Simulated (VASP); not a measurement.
A convergence study with VASP on Ti (hcp): a few settings are varied, all else stays as given below, so the limit is that of these other settings.

```
Ti
1.0
    1.47500    -2.55477     0.00000
    1.47500     2.55477     0.00000
    0.00000     0.00000     4.68000
Ti
2
Direct
  0.33333   0.66667   0.25000
  0.66667   0.33333   0.75000
```

These are LDA (Ceperley-Alder, Perdew-Zunger), VASP's LDA PAW potentials (set 64) (plane waves; VASP) values and carry that method's errors. The last row used: 550 eV cut-off, 22×22×12 Γ-centred mesh, second-order Methfessel-Paxton smearing of 0.40 eV, potentials Ti_sv.

```tsv
setting	E (eV/atom)	pressure (GPa)	irreducible k-points
ISMEAR = -1, SIGMA = 0.01, 8×8×4 mesh	-8.5070	-10.10	30
ISMEAR = -1, SIGMA = 0.1, 8×8×4 mesh	-8.5033	-9.84	30
ISMEAR = 0, SIGMA = 0.01, 8×8×4 mesh	-8.5069	-10.10	30
ISMEAR = 0, SIGMA = 0.1, 8×8×4 mesh	-8.5071	-10.06	30
ISMEAR = 1, SIGMA = 0.01, 8×8×4 mesh	-8.5069	-10.10	30
ISMEAR = 1, SIGMA = 0.2, 8×8×4 mesh	___	___	30
ISMEAR = 2, SIGMA = 0.05, 8×8×4 mesh	-8.5070	-10.10	30
ISMEAR = 2, SIGMA = 0.2, 8×8×4 mesh	-8.5071	-10.06	30
ISMEAR = -1, SIGMA = 0.01, 16×16×9 mesh	-8.4990	-9.92	150
ISMEAR = -1, SIGMA = 0.2, 16×16×9 mesh	-8.4894	-8.90	150
ISMEAR = 0, SIGMA = 0.01, 16×16×9 mesh	-8.4990	-9.92	150
ISMEAR = 0, SIGMA = 0.2, 16×16×9 mesh	-8.4982	-9.80	150
ISMEAR = 1, SIGMA = 0.01, 16×16×9 mesh	-8.4990	-9.92	150
ISMEAR = 1, SIGMA = 0.4, 16×16×9 mesh	-8.4983	-10.03	150
ISMEAR = 2, SIGMA = 0.05, 16×16×9 mesh	-8.4990	-9.92	150
ISMEAR = 2, SIGMA = 0.4, 16×16×9 mesh	-8.4981	-9.95	150
ISMEAR = -1, SIGMA = 0.05, 22×22×12 mesh	-8.4986	-9.86	364
ISMEAR = -1, SIGMA = 0.2, 22×22×12 mesh	-8.4894	-8.89	364
ISMEAR = 0, SIGMA = 0.05, 22×22×12 mesh	-8.4987	-9.92	364
ISMEAR = 0, SIGMA = 0.2, 22×22×12 mesh	-8.4981	-9.80	364
ISMEAR = 1, SIGMA = 0.05, 22×22×12 mesh	-8.4987	-9.94	364
ISMEAR = 1, SIGMA = 0.4, 22×22×12 mesh	-8.4983	-10.03	364
ISMEAR = 2, SIGMA = 0.1, 22×22×12 mesh	___	-9.92	364
ISMEAR = 2, SIGMA = 0.4, 22×22×12 mesh	-8.4981	-9.95	364
```

Q: Some entries are withheld; supply them.

A: 
- ISMEAR = 1, SIGMA = 0.2, 8×8×4 mesh, E (eV/atom): -8.5065
- ISMEAR = 1, SIGMA = 0.2, 8×8×4 mesh, pressure (GPa): -10.07
- ISMEAR = 2, SIGMA = 0.1, 22×22×12 mesh, E (eV/atom): -8.4988

VASP warned of too few bands at ISMEAR = -1, SIGMA = 0.2, 16×16×9 mesh; ISMEAR = 1, SIGMA = 0.4, 16×16×9 mesh; ISMEAR = -1, SIGMA = 0.2, 22×22×12 mesh; ISMEAR = 1, SIGMA = 0.4, 22×22×12 mesh.

Left out are rungs that failed or repeat a setting and relaxations that didn't move; long series are thinned to 24 rows.

The compound is Ti in the hcp structure. The cell was not relaxed at this level.
